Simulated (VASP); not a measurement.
Input for VASP

**KPOINTS**
```
Automatic mesh
0
gamma
 6 6 6
0 0 0
```

File POSCAR:
```
SiC
1
    0.0000000000     2.1800000000     2.1800000000
    2.1800000000     0.0000000000     2.1800000000
    2.1800000000     2.1800000000     0.0000000000
Si C
1 1
Direct
  0.0000000000   0.0000000000   0.0000000000
  0.2500000000   0.2500000000   0.2500000000
```

### INCAR
```
SYSTEM = SiC
PREC = Accurate; ENCUT = 400; LREAL = .False.
LASPH = .True.
EDIFF = 1E-6; NELM = 100; ALGO = Normal
ISMEAR = -1; SIGMA = 0.01
ISIF = 2
LWAVE = .False.; LCHARG = .False.
```

POTCAR, in this order: Si C (LDA.64 set). Program: vasp_std.

Write an equivalent input for Ansatz.

One equivalent input (not run):
Ansatz 0.2 input:
```yaml
crystal:
  lattice:
    - [0.0000000, 2.1800000, 2.1800000]
    - [2.1800000, 0.0000000, 2.1800000]
    - [2.1800000, 2.1800000, 0.0000000]
  atoms:
    - { symbol: Si, position: [0.0000000, 0.0000000, 0.0000000] }
    - { symbol: C, position: [0.2500000, 0.2500000, 0.2500000] }
kpoints:
  mp_grid: { grid: [6, 6, 6] }
hamiltonian:
  xc: lda
  pseudopotentials: { kind: paw }
scf:
  occupations: { method: fermi_dirac, width: 0.01 }
  max_iter: 100
output: { forces: true, stress: true, eigenvalues: true }
```
The two are equivalent in intent, not identical: each code has its own PAW files, so the cut-off isn't converted (ENCUT is set for VASP's; basis.ecutwfc is left out, and Ansatz then takes the one that its files recommend); Ansatz stops its SCF on the density residual and VASP on the energy change (EDIFF); Ansatz's lda is the Perdew-Wang form, while the LDA potentials of VASP carry Perdew-Zunger's.

The structure is a typed SiC crystal. The cell was not relaxed at this level. The run is one of a series of settings (KPOINTS 6×6×6 Γ-centred mesh against the base run), some of them coarse on purpose.
